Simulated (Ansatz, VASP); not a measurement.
# Cross-check of MgO between VASP and Ansatz, part 2 of 2

Aim: how closely do two programs agree when they are given the same cell, functional and k mesh?  Valence electrons are named where the data sets of a main pair hold unlike numbers.

VASP 6.6.1 and Ansatz 0.2.0.

So far: The starting structure; VASP: band structure, HSE06; Ansatz: band structure, HSE06.

### Step 4. Side by side

Known differences besides the potentials themselves: exact exchange at q = 0 is treated differently, which shows on coarse meshes; VASP keeps PBE cores, Ansatz makes them for the functional; the data sets hold 16 valence electrons in Ansatz (on its default PAW (the set named soft_2) files) and 8 in VASP; the cutoff is 420 eV in Ansatz and 520 eV in VASP; VASP takes a coarser grid for exact exchange (PRECFOCK = Fast). Total energies have different zeros and are not compared.

Compared:

```
                     quantity  Ansatz   VASP  difference
gap over the path points (eV)   6.506  6.460      +0.045
```

Levels at points of the path, from each program's valence-band top (eV; 3 filled, then empty):

```
k (reciprocal lattice)                         Ansatz                           VASP
     0.000 0.000 0.000      0.00 0.00 0.00 6.51 17.81      0.00 0.00 0.00 6.46 17.77
     0.500 0.000 0.500  -4.35 -1.46 -1.46 10.89 11.96  -4.39 -1.47 -1.47 10.87 11.87
     0.500 0.200 0.700  -3.55 -2.69 -1.85 12.97 13.95  -3.58 -2.71 -1.86 12.95 13.86
     0.400 0.350 0.750  -3.70 -2.88 -1.30 12.09 13.91  -3.72 -2.89 -1.31 12.06 13.84
     0.150 0.150 0.300   -2.45 -0.81 -0.28 9.19 14.40   -2.46 -0.82 -0.28 9.15 14.38
     0.200 0.200 0.200   -2.06 -0.26 -0.26 8.39 15.02   -2.06 -0.26 -0.26 8.35 15.00
     0.550 0.400 0.550  -4.59 -1.50 -0.85 10.74 14.66  -4.60 -1.50 -0.85 10.71 14.63
     0.600 0.250 0.650  -3.70 -2.88 -1.30 12.09 13.91  -3.72 -2.89 -1.31 12.06 13.84
     0.500 0.250 0.750  -3.15 -3.15 -1.89 13.70 13.70  -3.17 -3.17 -1.90 13.68 13.68
     0.500 0.500 0.500   -4.92 -0.71 -0.71 9.72 14.92   -4.93 -0.71 -0.71 9.69 14.89
```

Among the levels compared at these points, filled levels agree within 34 meV and empty ones within 88 meV.

### Step 5. VASP: band structure, B3LYP with an exact-exchange share of 0.2

The same path points are solved in both programs, so levels can be compared one by one.

The run reads the wave functions of an earlier VASP run, which isn't shown here.

INCAR

```
SYSTEM = MgO
PREC = Accurate
ENCUT = 520
EDIFF = 1E-06
NELM = 100
ISMEAR = 0
SIGMA = 0.02
LREAL = .FALSE.
ALGO = Normal
LHFCALC = .TRUE.
AEXX = 0.2
GGA = B3
AGGAX = 0.72
AGGAC = 0.81
ALDAC = 0.19
LASPH = .TRUE.
NBANDS = 10
PRECFOCK = Fast
HFRCUT = -1
LORBIT = 11
LWAVE = .FALSE.
LCHARG = .FALSE.
KPAR = 4
```

POSCAR

```
MgO
1.0
    0.0000000000      2.1060700000      2.1060700000
    2.1060700000      0.0000000000      2.1060700000
    2.1060700000      2.1060700000      0.0000000000
Mg O
1 1
Direct
    0.0000000000      0.0000000000      0.0000000000
    0.5000000000      0.5000000000      0.5000000000
```

KPOINTS

```
Automatic mesh
0
Gamma
6 6 6
0 0 0
```

KPOINTS_OPT

```
Line mode
6
Line-mode
Reciprocal
  0.00000000   0.00000000   0.00000000 GAMMA
  0.50000000   0.00000000   0.50000000 X

  0.50000000   0.00000000   0.50000000 X
  0.50000000   0.25000000   0.75000000 W

  0.50000000   0.25000000   0.75000000 W
  0.37500000   0.37500000   0.75000000 K

  0.37500000   0.37500000   0.75000000 K
  0.00000000   0.00000000   0.00000000 GAMMA

  0.00000000   0.00000000   0.00000000 GAMMA
  0.50000000   0.50000000   0.50000000 L

  0.50000000   0.50000000   0.50000000 L
  0.62500000   0.25000000   0.62500000 U

  0.62500000   0.25000000   0.62500000 U
  0.50000000   0.25000000   0.75000000 W

  0.50000000   0.25000000   0.75000000 W
  0.50000000   0.50000000   0.50000000 L

  0.50000000   0.50000000   0.50000000 L
  0.37500000   0.37500000   0.75000000 K

  0.62500000   0.25000000   0.62500000 U
  0.50000000   0.00000000   0.50000000 X
```

PAW data sets: Mg and O (PBE family, release 64).

Run with:

```
mpirun -np 4 vasp_std
```

Numbers of over 12 decimals in the logs are rounded to 6 here.

The log of the run:

```text
[banner, memory and clock lines left out]
running    4 mpi-ranks, on    1 nodes
[...]
|                                                                             |
|               ----> ADVICE to this user running VASP <----                  |
|                                                                             |
|     You enforced a specific xc type in the INCAR file but a different       |
|     [... a line on the potential file left out ...]
|     I HOPE YOU KNOW WHAT YOU ARE DOING!                                     |
|                                                                             |

 LDA part: xc-table for (Slater(with rela. corr.)+VWN3), standard interpolation
 found WAVECAR, reading the header
 POSCAR, INCAR and KPOINTS ok, starting setup
[...]
HFRCUT set to (new)   9.876533
 reading WAVECAR
 the WAVECAR file was read successfully
 initial charge from wavefunction
 entering main loop
       N       E                     dE             d eps       ncg     rms          rms(c)
[...]
DAV:   4    -0.138146756211E+02   -0.83443E-04   -0.89762E-05   326   0.102E-01    0.878E-02
DAV:   5    -0.138146420014E+02    0.33620E-04   -0.18544E-04   332   0.111E-01    0.385E-02
DAV:   6    -0.138146470376E+02   -0.50362E-05   -0.11538E-05   328   0.353E-02    0.217E-02
DAV:   7    -0.138146475517E+02   -0.51415E-06   -0.34372E-06   320   0.144E-02
   1 F= -.13814648E+02 E0= -.13814648E+02  d E =-.195120E-54
 Start KPOINTS_OPT (optional k-point list driver)
k-point batch [1-16\60]
       N       E                     dE             ncg
DAV:   1    -0.432861857509E+02   -0.52718E+04      376
DAV:   2    -0.481479799961E+03   -0.43819E+03      364
DAV:   3    -0.492707356537E+03   -0.11228E+02      368
DAV:   4    -0.492784853214E+03   -0.77497E-01      360
DAV:   5    -0.492785028078E+03   -0.17486E-03      368
DAV:   6    -0.492785028877E+03   -0.79937E-06      382
[...]
k-point batch [49-60\60]
       N       E                     dE             ncg
DAV:   1     0.127635653083E+04   -0.44891E+04      296
DAV:   2     0.983658568461E+03   -0.29270E+03      262
DAV:   3     0.976288498216E+03   -0.73701E+01      280
DAV:   4     0.976239398883E+03   -0.49099E-01      280
DAV:   5     0.976239283192E+03   -0.11569E-03      288
DAV:   6     0.976239282720E+03   -0.47217E-06      280
```

From OUTCAR (step 5):

```text
 POSITION                                       TOTAL-FORCE (eV/Angst)
 -----------------------------------------------------------------------------------
      0.00000      0.00000      0.00000        -0.000000     -0.000000     -0.000000
      2.10607      2.10607      2.10607         0.000000      0.000000      0.000000
 -----------------------------------------------------------------------------------
    total drift:                               -0.000000     -0.000000     -0.000000

  FREE ENERGIE OF THE ION-ELECTRON SYSTEM (eV)
  ---------------------------------------------------
  free  energy   TOTEN  =       -13.8146475517 eV

  energy  without entropy=      -13.8146475517  energy(sigma->0) =      -13.81464755

[... 2 parts as in an earlier step ...]

[... 1 further part left out ...]
[key lines of the parts left out:]
E-fermi :   2.1991
```

### Step 6. Ansatz: band structure, B3LYP with an exact-exchange share of 0.2

The same cell, functional (in two slightly different forms), mesh and smearing now go to Ansatz, which takes its cutoff from its data sets.

input.yaml

```yaml
crystal:
  lattice:
    - [0.0, 2.10607, 2.10607]
    - [2.10607, 0.0, 2.10607]
    - [2.10607, 2.10607, 0.0]
  atoms:
    - { symbol: Mg, position: [0.0, 0.0, 0.0] }
    - { symbol: O, position: [0.5, 0.5, 0.5] }
hamiltonian:
  xc: b3lyp
  pseudopotentials: { kind: paw }
kpoints:
  mp_grid: { grid: [6, 6, 6] }
  band_path:
    path:
      - [0.0, 0.0, 0.0]
      - [0.5, 0.0, 0.5]
      - [0.5, 0.2, 0.7]
      - [0.4, 0.35, 0.75]
      - [0.15, 0.15, 0.3]
      - [0.2, 0.2, 0.2]
      - [0.55, 0.4, 0.55]
      - [0.6, 0.25, 0.65]
      - [0.5, 0.25, 0.75]
      - [0.5, 0.5, 0.5]
      - [0.375, 0.375, 0.75]
      - [0.5, 0.0, 0.5]
    npoints: 1
scf:
  occupations: { method: gaussian, width: 0.02 }
  n_extra_bands: 7
output:
  forces: true
  stress: true
  eigenvalues: true
  write_density: true
  write_potential: true
  elf: true
  volumetric_format: npy
```

Run with:

```
ansatz run input.yaml --threads 4 --pin off --max-ram 9216MiB --backend cpu --events-out ev --progress --plain --runs-dir out
```

The log of the run:

```text
[...]
Crystal: 2 atoms, lattice volume = 18.683 Å³
Basis set: ecut = 420 eV, 339 PW (Γ), exchange–correlation on 40×40×40 points (8 copies of the dense FFT grid, shifted against one another)
Bands: 15, of which v1, the nominal top of the filled ones, is band 8 counted from 1 (7 counted from 0)
Symmetry: 48 space group operations
[...]
k-points: 16 of 216
[...]
--- Band table (eV; the first three rows and the last of 16) ---
  k-point 0: bands = [... 4 lower, -11.4771, 6.9201, 6.9201, 6.9201, 13.9193, 25.0651, 25.0651, 25.0651, ... 3 higher]
  k-point 1: bands = [... 4 lower, -11.1753, 5.4082, 6.7333, 6.7333, 15.3484, 22.8406, 25.6616, 25.6616, ... 3 higher]
  k-point 2: bands = [... 4 lower, -10.5009, 3.1355, 6.3853, 6.3853, 16.9491, 21.7814, 25.8756, 25.8756, ... 3 higher]
  k-point 15: bands = [... 4 lower, -9.8392, 3.2513, 4.6034, 5.1708, 19.8993, 20.6331, 22.0067, 25.9348, ... 3 higher]
[key lines of the parts left out:]
Free energy (F): -2500.091440 eV
Fermi energy:    10.419727 eV
P = ⅓ Tr σ = 1.2515 GPa (12.515 kbar)
```

Elapsed: 7.9 s, on 4 threads of Arm Neoverse V2, shared host; peak memory 0.53 GiB.

### Step 7. Comparison

What differs besides the data sets and the points named for the pairs above, as far as they apply: the data sets hold 16 valence electrons in Ansatz (on its default PAW (the set named soft_2) files) and 8 in VASP; VASP's log shows a relativistic correction to its local exchange, Ansatz's none. Total energies have different zeros and are not compared.

The two programs side by side:

```
                     quantity  Ansatz   VASP  difference
gap over the path points (eV)   6.999  6.975      +0.024
```

Levels at points of the path, from each program's valence-band top (eV; 3 filled, then empty):

```
k (reciprocal lattice)                         Ansatz                           VASP
     0.000 0.000 0.000      0.00 0.00 0.00 7.00 18.14      0.00 0.00 0.00 6.97 18.16
     0.500 0.000 0.500  -4.21 -1.42 -1.42 11.48 12.22  -4.25 -1.43 -1.43 11.47 12.16
     0.500 0.200 0.700  -3.44 -2.61 -1.81 13.47 14.16  -3.47 -2.63 -1.82 13.46 14.11
     0.400 0.350 0.750  -3.58 -2.80 -1.27 12.59 14.15  -3.60 -2.81 -1.27 12.57 14.11
     0.150 0.150 0.300   -2.38 -0.79 -0.28 9.63 14.90   -2.39 -0.79 -0.28 9.60 14.90
     0.200 0.200 0.200   -2.00 -0.26 -0.26 8.85 15.50   -2.00 -0.26 -0.26 8.83 15.50
     0.550 0.400 0.550  -4.46 -1.45 -0.83 11.25 15.00  -4.48 -1.46 -0.83 11.23 14.98
     0.600 0.250 0.650  -3.58 -2.80 -1.27 12.59 14.15  -3.60 -2.81 -1.27 12.57 14.11
     0.500 0.250 0.750  -3.05 -3.05 -1.85 14.17 14.17  -3.07 -3.07 -1.86 14.16 14.16
     0.500 0.500 0.500  -4.79 -0.70 -0.70 10.27 15.22  -4.80 -0.70 -0.70 10.25 15.21
```

Among the levels compared at these points, filled levels agree within 31 meV and empty ones within 55 meV.

### Step 8. Summary of results

```
largest difference of a filled level at the path points (band structure, HSE06)                                     : 34 meV
difference in gap over the path points (band structure, HSE06)                                                      : 0.045 eV
largest difference of a filled level at the path points (band structure, B3LYP with an exact-exchange share of 0.2) : 31 meV
```

In words: The difference in gap over the path points is 0.045 eV (band structure, HSE06), within the 0.08 eV picked in this series as the mark of a large difference. The data sets hold unlike numbers of valence electrons (16 in Ansatz and 8 in VASP), so part of the differences comes from the potentials. Such differences can come from data sets, numerical settings and the points named under the comparisons, not from the functional's error against experiment.

[Lines on the potential files, build, host, timing and source positions are cut from VASP's logs without a mark.]

[Logs are printed without paths, hosts, clocks, repeated set-up lines and the standing remarks that a program may print on its own settings, such as how far it seeks lower states.]

[Hosts, paths, dates, database ids (printed as entryN), source tags and the programs' standing remarks are cut or masked in the printed files.]
